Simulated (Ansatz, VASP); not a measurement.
**YB6: VASP beside Ansatz**

Aim: how closely do two programs agree when they are given the same cell, functional and k mesh? The cell is taken from a series of runs on this material, whose earlier steps may have relaxed, scaled, displaced or heated it; both programs get it as it stands.

Program: Ansatz 0.2.0. Level of theory: plane waves, with VASP 6.6.1 beside it; LDA. Results are calculated unless marked as measured.

## (1) Set-up

Symmetry: Pm-3m, No. 221, cubic system. The conventional cell has a = 4.043 Å, b = 4.043 Å, c = 4.043 Å, α = 90.00°, β = 90.00°, γ = 90.00°. Y has 24 B at 2.97 Å nearest. Nearest to B lie 6 B at 1.61 to 2.43 Å and 4 Y at 2.97 Å. Farther neighbours are not listed.

## (2) Ansatz: relaxation of cell and atoms, LDA

Ansatz runs on its PAW soft_1 files.

The relaxed volume is the usual yardstick between codes: in a stiff, nearly cubic crystal its relative difference is about their pressure difference at one cell divided by the bulk modulus.

Input file input.yaml:

```yaml
crystal:
  lattice:
    - [4.0433385126, 0.0, 0.0]
    - [0.0, 4.0433385126, 0.0]
    - [0.0, 0.0, 4.0433385126]
  atoms:
    - { symbol: "Y", position: [0.0, 0.0, 0.0] }
    - { symbol: B, position: [0.1994895205, 0.5, 0.5] }
    - { symbol: B, position: [0.5, 0.1994895205, 0.5] }
    - { symbol: B, position: [0.8005104795, 0.5, 0.5] }
    - { symbol: B, position: [0.5, 0.8005104795, 0.5] }
    - { symbol: B, position: [0.5, 0.5, 0.1994895205] }
    - { symbol: B, position: [0.5, 0.5, 0.8005104795] }
kpoints:
  mp_grid: { grid: [6, 6, 6] }
hamiltonian:
  xc: lda
  pseudopotentials: { kind: paw, azcp: { folder: soft_1 }, xc_functional: pbe }
scf:
  occupations: { method: gaussian, width: 0.1 }
output:
  forces: true
  stress: true
  eigenvalues: true
basis:
  ecutwfc: 260.0
relax:
  adjacent_minimum: "off"
  f_tol: 0.005
  max_steps: 80
  cell: { stress_tol: 0.05 }
```

Run with:

```sh
$ ansatz run input.yaml --threads 4 --pin off --max-ram 8192MiB --backend cpu --events-out ev --progress --plain --runs-dir out
```

Numbers of over 12 decimals in the logs are rounded to 6 here.

The log of the run:

```text
Warning: basis.ecutwfc = 260 eV is below the records' recommended 420 eV, and the density's cutoff is lower with it unless basis.ecutrho_ratio is high enough to keep the records' density cutoff: compare with a run at a higher cutoff
Engine: ansatz 0.2.0, x86_64-unknown-linux-gnu
Pseudopotentials: kind: paw
Pseudopotential: Y, paw, valence charge 11, recommended cutoff 420 eV (normal), soft_1/Y.paw.azcp
Pseudopotential: B, paw, valence charge 3, recommended cutoff 420 eV (normal), soft_1/B.paw.azcp
Functional definition: SPW92
  exchange = slater_x
  correlation = pw_c
Crystal: 7 atoms, lattice volume = 66.103 Å³
Basis set: ecut = 260 eV, 619 PW (Γ)
Bands: 22, of which v1, the nominal top of the filled ones, is band 15 counted from 1 (14 counted from 0)
Symmetry: 48 space group operations
Space group: Pm-3m (ITA 221), of the structure as read, at distance tolerance 4.0e-5 Å
k-points: 20 of 216
Non-local potential: Y, projectors of the file, l = 0: 3, l = 1: 2, l = 2: 2, l = 3: 1
Non-local potential: B, projectors of the file, l = 0: 2, l = 1: 2, l = 2: 1
PAW form: soft (Blöchl's): semilocal exchange-correlation on the pseudo side does not see the compensation charge
PAW frozen core: Y, regenerated for the run's functional, and the local potential with it (the file was generated under x = pbe(κ = 0.804, μ = 0.219515), c = pbe(β = 0.066725))
PAW frozen core: B, regenerated for the run's functional, and the local potential with it (the file was generated under x = pbe(κ = 0.804, μ = 0.219515), c = pbe(β = 0.066725))
PAW one-centre angular grid: Y, 590 points (default); XC on 64 Gauss nodes
PAW one-centre angular grid: B, 110 points (default); XC on 64 Gauss nodes
Initial density: superposition of atomic densities (chi_scale 0.1, normalization cell, long waves kept (reshape's long-wave potential 0.00 eV rms))
Initial wavefunctions: pseudopotential atomic-orbital guess
Functional: x = slater, c = lda
SCF iter   1: F=—  HF=-4650.485149 eV  |F-HF|=—  |Δ(HF+E_count)|=         —  Δρ=9.13e-2  dr2=1.24e1  ethr=3.10e-3  ⟨swp⟩=5.5  Hψ=2087  notcnv=0
preconditioner: auto → Kerker (q_TF=auto, 2.378 Å⁻¹)  [metal: Δε(μ)=0.053 eV  Ē_g=14.801 eV  σ=0.100 eV  W_gap=0.29  n_scr=18 (ndim 8)  ℏωp=23.7 eV  f_vac=0.000  D(μ)=1.76/eV (n_scr^D=6)]
SCF iter   2: F=—  HF=-4647.807484 eV  |F-HF|=—  |Δ(HF+E_count)|=    2.68e0  Δρ=5.28e-2  dr2=4.64e0  ethr=3.10e-3  ⟨swp⟩=2.8  Hψ=934  notcnv=0  defer=40
preconditioner: auto → Resta (q_TF=auto, 2.378 Å⁻¹)  ε∞=3.7  [insulator: Δε(μ)=0.128 eV  Ē_g=14.390 eV  σ=0.100 eV  W_gap=0.62  n_scr=18 (ndim 8)  ℏωp=23.7 eV  f_vac=0.000  D(μ)=1.35/eV (n_scr^D=6)  ε∞_Penn≈3.7]
SCF iter   3: F=—  HF=-4646.267332 eV  |F-HF|=—  |Δ(HF+E_count)|=    1.54e0  Δρ=7.64e-3  dr2=3.98e-2  ethr=3.10e-3  ⟨swp⟩=3.4  Hψ=967  notcnv=0  defer=41
[...]
Initial wavefunctions: pseudopotential atomic-orbital guess (no wavefunctions were taken with the density)
iter 1 solved again at ethr=3.98e-8 eV; its pass at ethr=3.10e-3 eV (dr2=1.16e-5 eV) is discarded
SCF iter   1: F=—  HF=-4646.254894 eV  |F-HF|=—  |Δ(HF+E_count)|=         —  Δρ=5.35e-5  dr2=5.35e-7  ethr=3.98e-8  ⟨swp⟩=3.9  Hψ=3374  notcnv=0
preconditioner: auto → Resta (q_TF=auto, 2.379 Å⁻¹)  ε∞=5.4  [insulator: Δε(μ)=0.157 eV  Ē_g=9.948 eV  σ=0.100 eV  W_gap=0.66  n_scr=18 (ndim 8)  ℏωp=20.9 eV  f_vac=0.000  D(μ)=0.94/eV (n_scr^D=6)  ε∞_Penn≈5.4]
SCF iter   2: F=—  HF=-4646.254895 eV  |F-HF|=—  |Δ(HF+E_count)|=   1.73e-7  Δρ=2.78e-5  dr2=1.34e-7  ethr=1.85e-9  ⟨swp⟩=1.9  Hψ=612  notcnv=0
SCF iter   3: F=—  HF=-4646.254895 eV  |F-HF|=—  |Δ(HF+E_count)|=   2.07e-8  Δρ=1.92e-6  dr2=7.39e-10  ethr=4.62e-10  ⟨swp⟩=2.9  Hψ=682  notcnv=0
SCF iter   4: F=-4646.254895 eV  HF=-4646.254895 eV  |F-HF|=0.00e0  |Δ(HF+E_count)|=  2.76e-10  Δρ=1.15e-7  dr2=5.15e-12  ethr=1.00e-12  ⟨swp⟩=5.5  Hψ=1703  notcnv=0
SCF 4 converged in 4 iterations: F = -4646.254895 eV  dr2 = 5.15e-12
relax step   4: F+E_penalty+E_count = -4646.25489454 eV  Δ(F+E_penalty+E_count) = +7.923e-3 eV  max|allowed force component| = 4.374e-4 eV/Å  Δτ_max = 0.0000 Å  P = -0.017 GPa  Ω = 66.048 Å³  stress off target by 1.70e-2 GPa  SCF on the basis re-selected at this cell (its energy is not comparable with the rows above)  (4 SCF iters)
basis re-selected at this cell: Δ(F+E_penalty+E_count) = +7.923e-3 eV, ΔP = -0.016 GPa vs the last step (what re-selecting the basis moved, of the pressure what is left beyond the Pulay correction that the steps carried, after the strain that the cell walked since its last selection, with what the two solves' SCF thresholds leave and, on support functions, any second-order correction that the steps lacked; it is no m [...]
SCF converged after 4 iterations
Free energy (F): -4646.254895 eV
Harris-Foulkes:  -4646.254895 eV  (|F-HF|=0.00e0)
Internal energy: -4646.250180 eV  (E = F + TS)
E sigma→0 (E₀):  -4646.252537 eV
Entropy (-TS):   -0.004714 eV (-0.673 meV/atom)
Fermi energy:    11.839191 eV
--- Per-component energies (eV) ---
  E_band       = -34.758500
  E_kinetic    = 629.596471
  E_local      = -631.728072  (includes V_loc(G=0)·N_el)
  E_nonlocal   = 79.004342
  E_hartree    = 195.463993
  E_xc         = -378.629528
  E_vxc        = -443.544375  (∫ρ·V_xc dr)
  E_paw        = -3147.235836  (= ΣΔE_a)
  E_vpaw       = -59.015330  (= ΣTr[D̂ρ^β])
  E_aug_tail   = 0.000461  (compensation charges beyond the density's cutoff)
  E_ewald      = -1393.326603
  E_core_change = 0.604591  (= ΣΔE_core)
  E_smearing   = -0.004714  (= −TS)
  E_closure    = 0.000000  (closes the sum)
  Σ components = -4646.254895   (vs F -4646.254895, Δ=0.00e0)
--- Forces (eV/Å), atoms counted from 1 ---
  atom   1  Y      0.00000000    -0.00000000     0.00000000
  atom   2  B     -0.00043743    -0.00000000     0.00000000
  atom   3  B     -0.00000000    -0.00043743     0.00000000
  atom   4  B      0.00043743     0.00000000    -0.00000000
  atom   5  B      0.00000000     0.00043743    -0.00000000
  atom   6  B      0.00000000     0.00000000    -0.00043743
  atom   7  B     -0.00000000    -0.00000000     0.00043743
  max |Σ_I F_I| component: 1.65e-17 eV/Å
--- Stress (GPa, compression-positive) ---
       -0.016994       0.000000      -0.000000
        0.000000      -0.016994       0.000000
       -0.000000       0.000000      -0.016994
  P = ⅓ Tr σ = -0.0170 GPa (-0.170 kbar)
--- Band table (eV; the first three rows and the last of 20) ---
  k-point 0: bands = [... 11 lower, 9.7393, 9.7393, 9.7393, 12.8446, 12.8446, 12.9581, 12.9581, 12.9581, ... 3 higher]
  k-point 1: bands = [... 11 lower, 9.0634, 9.0634, 9.8717, 11.0401, 13.1037, 13.6980, 13.6980, 14.5209, ... 3 higher]
  k-point 2: bands = [... 11 lower, 8.1719, 8.1719, 9.6497, 10.2037, 13.3202, 13.3202, 13.7356, 13.7392, ... 3 higher]
  k-point 19: bands = [... 11 lower, 9.2006, 9.2006, 9.2006, 14.5174, 14.7322, 14.7322, 15.0894, 15.0894, ... 3 higher]
--- Relaxed structure (3 steps of the walk, 3 accepted, 1 SCFs on fresh bases) ---
  F+E_penalty+E_count = -4646.25489454 eV   max|allowed force component| = 4.374e-4 eV/Å   (the final SCF, on the basis selected at the relaxed cell)
  cell:  # Å, volume = 66.0480 Å³
    - [4.042219, 0, 0.0]
    - [0, 4.042219, 0]
    - [0.0, 0, 4.042219]
  atoms:
    - { symbol: Y, position: [0, 0, 0] }
    - { symbol: B, position: [0.199491, 0.5, 0.5] }
    - { symbol: B, position: [0.5, 0.199491, 0.5] }
    - { symbol: B, position: [0.800509, 0.5, 0.5] }
    - { symbol: B, position: [0.5, 0.800509, 0.5] }
    - { symbol: B, position: [0.5, 0.5, 0.199491] }
    - { symbol: B, position: [0.5, 0.5, 0.800509] }
```

## (3) VASP: relaxation of cell and atoms, LDA

The same cell, functional (in two slightly different forms), mesh and smearing now go to VASP, with its own data sets.

Lines of VASP's logs that name or quote its potential files are left out, and so is its time.

Input file INCAR:

```
SYSTEM = YB6
PREC = Accurate
ENCUT = 500
EDIFF = 1E-07
NELM = 120
ISMEAR = 0
SIGMA = 0.1
LREAL = .FALSE.
ALGO = Normal
GGA = PW92
NBANDS = 21
LASPH = .TRUE.
LORBIT = 11
LWAVE = .FALSE.
LCHARG = .FALSE.
ISIF = 3
IBRION = 2
NSW = 80
EDIFFG = -0.005
GGA_COMPAT = .FALSE.
NELMIN = 4
KPAR = 2
```

Input file POSCAR:

```
YB6
1.0
    4.0433390000      0.0000000000      0.0000000000
    0.0000000000      4.0433390000      0.0000000000
    0.0000000000      0.0000000000      4.0433390000
Y B
1 6
Direct
    0.0000000000      0.0000000000      0.0000000000
    0.1994895803      0.5000000000      0.5000000000
    0.5000000000      0.1994895803      0.5000000000
    0.8005104197      0.5000000000      0.5000000000
    0.5000000000      0.8005104197      0.5000000000
    0.5000000000      0.5000000000      0.1994895803
    0.5000000000      0.5000000000      0.8005104197
```

Input file KPOINTS:

```
Automatic mesh
0
Gamma
6 6 6
0 0 0
```

PAW data sets: Y_sv and B (LDA family, release 64).

Run with:

```sh
$ mpirun -np 2 vasp_std
```

The log of the run:

```text
[banner, memory and clock lines left out]
running    2 mpi-ranks, on    1 nodes
 distrk:  each k-point on    1 cores,    2 groups
 distr:  one band on    1 cores,    1 groups

 POSCAR found type information on POSCAR Y B
 POSCAR found :  2 types and       7 ions
|                                                                             |
|               ----> ADVICE to this user running VASP <----                  |
|                                                                             |
|     You enforced a specific xc type in the INCAR file but a different       |
|     [... a line on the potential file left out ...]
|     I HOPE YOU KNOW WHAT YOU ARE DOING!                                     |
|                                                                             |

 LDA part: xc-table for (Slater(with rela. corr.)+PW92), standard interpolation
 POSCAR, INCAR and KPOINTS ok, starting setup
 FFT: planning ... GRIDC
 FFT: planning ... GRID_SOFT
 FFT: planning ... GRID
 WAVECAR not read
 entering main loop
       N       E                     dE             d eps       ncg     rms          rms(c)
DAV:   1     0.832054858536E+02    0.83205E+02   -0.13737E+04   840   0.125E+03
DAV:   2    -0.596202597310E+02   -0.14283E+03   -0.13748E+03  1097   0.263E+02
DAV:   3    -0.644015488972E+02   -0.47813E+01   -0.47411E+01  1283   0.415E+01
DAV:   4    -0.644787995438E+02   -0.77251E-01   -0.76998E-01  1174   0.473E+00
DAV:   5    -0.644807080950E+02   -0.19086E-02   -0.19081E-02  1190   0.638E-01    0.156E+01
DAV:   6    -0.555971689576E+02    0.88835E+01   -0.14103E+01  1079   0.230E+01    0.139E+01
DAV:   7    -0.546563419835E+02    0.94083E+00   -0.72599E+00  1176   0.124E+01    0.129E+01
DAV:   8    -0.550787745436E+02   -0.42243E+00   -0.34066E+00   986   0.970E+00    0.424E+00
DAV:   9    -0.546298913548E+02    0.44888E+00   -0.17077E+00  1015   0.653E+00    0.310E-01
DAV:  10    -0.546345727998E+02   -0.46814E-02   -0.82204E-02  1076   0.160E+00    0.978E-01
DAV:  11    -0.546345107379E+02    0.62062E-04   -0.22560E-03  1111   0.260E-01    0.435E-01
DAV:  12    -0.546342245798E+02    0.28616E-03   -0.76386E-04  1095   0.149E-01    0.193E-01
DAV:  13    -0.546341964685E+02    0.28111E-04   -0.13312E-04  1021   0.675E-02    0.482E-02
DAV:  14    -0.546341970914E+02   -0.62293E-06   -0.60068E-06  1068   0.142E-02    0.357E-02
DAV:  15    -0.546341958141E+02    0.12773E-05   -0.44580E-06  1241   0.110E-02    0.119E-02
DAV:  16    -0.546341957330E+02    0.81104E-07   -0.38133E-07  1039   0.340E-03
   1 F= -.54634196E+02 E0= -.54631844E+02  d E =-.546342E+02
[...]
2 F= -.54630069E+02 E0= -.54627418E+02  d E =0.412680E-02
[...]
3 F= -.54634955E+02 E0= -.54632532E+02  d E =-.759315E-03
[...]
4 F= -.54635002E+02 E0= -.54632583E+02  d E =-.469332E-04
 trial-energy change:   -0.000047  1 .order   -0.000047   -0.000162    0.000067
 step:   0.6034(harm=  0.6055)  dis= 0.00001  next Energy=   -54.635012 (dE=-0.569E-04)
 bond charge predicted
       N       E                     dE             d eps       ncg     rms          rms(c)
DAV:   1    -0.546350324315E+02   -0.30470E-04   -0.48963E-04  1070   0.154E-01    0.331E-02
DAV:   2    -0.546350161068E+02    0.16325E-04   -0.40382E-05  1123   0.373E-02    0.161E-02
DAV:   3    -0.546350114486E+02    0.46582E-05   -0.30826E-05  1246   0.257E-02    0.161E-02
DAV:   4    -0.546350115545E+02   -0.10588E-06   -0.10641E-06   994   0.618E-03    0.134E-02
DAV:   5    -0.546350120240E+02   -0.46957E-06   -0.11062E-06  1217   0.541E-03    0.565E-03
DAV:   6    -0.546350119964E+02    0.27644E-07   -0.10459E-07   749   0.183E-03
   5 F= -.54635012E+02 E0= -.54632592E+02  d E =-.569481E-04
 curvature:  -0.31 expect dE=-0.163E-08 dE for cont linesearch -0.162E-08
 trial: gam=-0.00517 g(F)=  0.931E-11 g(S)=  0.519E-08 ort = 0.101E-05 (trialstep = 0.806E+00)
 search vector abs. value=  0.113E-09
 reached required accuracy - stopping structural energy minimisation
```

(Part 1 of 2 ends here.)

[Lines on the potential files, build, host, timing and source positions are cut from VASP's logs without a mark.]

[Logs are printed without paths, hosts, clocks, repeated set-up lines and the standing remarks that a program may print on its own settings, such as how far it seeks lower states.]

[Hosts, paths, dates, database ids (printed as entryN), source tags and the programs' standing remarks are cut or masked in the printed files.]
